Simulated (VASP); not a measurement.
Given:

```yaml
crystal:
  lattice:
    - [1.86055, 1.07419, 5.64067]
    - [-1.86055, 1.07419, 5.64067]
    - [0.00000, -2.14838, 5.64067]
  atoms:
    - { symbol: Sn, position: [0.00000, 0.00000, 0.00000] }
    - { symbol: S, position: [0.25200, 0.25200, 0.25200] }
    - { symbol: S, position: [0.74800, 0.74800, 0.74800] }
```

Calculation: PBE GGA, VASP's PBE PAW potentials (set 64) (plane waves; VASP). Settings: 300 eV cut-off, 7×7×7 Γ-centred mesh, Fermi-Dirac smearing of 0.14 eV, potentials Sn_d S.

Unless said otherwise, spin-orbit coupling is left out, though it shifts the bands of the heavy elements here.

Question: Give the energies of bands 8 to 16 at the high-symmetry points, in eV from the valence-band maximum.

Answer: 
```csv
band,Γ,T,H2,L,S0,F
8,-5.63,-4.51,-7.70,-7.24,-7.71,-7.49
9,-1.25,-1.95,-4.56,-4.70,-4.33,-5.12
10,-1.25,-1.42,-4.02,-3.07,-4.30,-3.25
11,-1.00,-1.42,-3.42,-2.67,-3.45,-2.08
12,-1.00,-0.85,-1.06,-1.57,-1.12,-0.67
13,0.00,-0.85,-0.92,-1.07,-0.92,-0.36
14,1.34,2.47,2.47,1.53,2.52,0.86
15,2.83,3.18,5.31,4.24,5.59,4.08
16,4.60,4.79,6.65,6.89,6.64,5.44
```

The gap is indirect, 0.86 eV, from the valence maximum at Γ to the conduction minimum at F.

The structure was generated: SnS2 was put into an ordered model structure, which need not be its known phase. The cell was not relaxed at this level.
